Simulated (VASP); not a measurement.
Energy against volume of BN (zinc blende). Level of theory: PW91 GGA, VASP's PBE PAW potentials (set 64) (plane waves; VASP). Numerical set-up: 520 eV cut-off, 12×12×12 Γ-centred mesh, Gaussian smearing of 0.050 eV, potentials B N.

```tsv
V (Å³/atom)	E (eV/atom)
5.775	-8.74625
5.954	-8.75312
6.133	-8.74744
6.311	-8.73086
```

Q: Fit these four points and predict the energy of the run at 5.597 Å³/atom.

A: A cubic in V^(−2/3), the third-order Birch-Murnaghan form, passes through the four points with V0 = 5.96 Å³/atom and B0 = 372 GPa, and gives -8.7252 eV/atom there. The run gave -8.7250 eV/atom, +0.2 meV/atom from the fit; all five points give B0 = 373 GPa.

The compound is BN in the zinc blende structure. It was relaxed first.
